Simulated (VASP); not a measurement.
Data:

```
MoTe2
1.0
    1.68347    -2.91586     0.00000
    1.68347     2.91586     0.00000
    0.00000     0.00000    12.98738
Te Mo
4 2
Cartesian
  1.68347   0.97195  11.56659
  1.68347  -0.97195   5.07289
  1.68347  -0.97195   1.42080
  1.68347   0.97195   7.91449
  1.68347   0.97195   3.24685
  1.68347  -0.97195   9.74054
```

The numbers are results of PBEsol GGA, VASP's PBE PAW potentials (set 64) (plane waves; VASP), not measurements. Numerical set-up: 500 eV cut-off, 8×8×2 Γ-centred mesh, Gaussian smearing of 0.050 eV, potentials Te Mo_sv.

Energy and stress use the plane-wave basis of the starting cell. Without a dispersion term in the relaxation, distances and binding between the weakly bound layers, chains or molecules are unreliable, and so is what depends on them.

The ions, cell shape and volume at an external pressure of 20.0 GPa are relaxed. Predict the relaxed structure.

```
MoTe2
1.0
    1.64249    -2.84488     0.00000
    1.64249     2.84488     0.00000
    0.00000     0.00000    12.57328
Te Mo
4 2
Direct
  0.33333   0.66667   0.89553
  0.66667   0.33333   0.39553
  0.66667   0.33333   0.10447
  0.33333   0.66667   0.60447
  0.33333   0.66667   0.25000
  0.66667   0.33333   0.75000
```
Space group P6_3/mmc (194), at a tolerance of 0.03 Å.

How do energy and volume change from the first to the last step?

The energy (σ→0) changes by +153.7 meV/atom and the volume by -7.8 %, in 12 ionic steps.

The compound is MoTe2 in the 2H layered structure. This run relaxes it under an external pressure of 20 GPa. Symmetry was kept, so distortions that lower it aren't found.
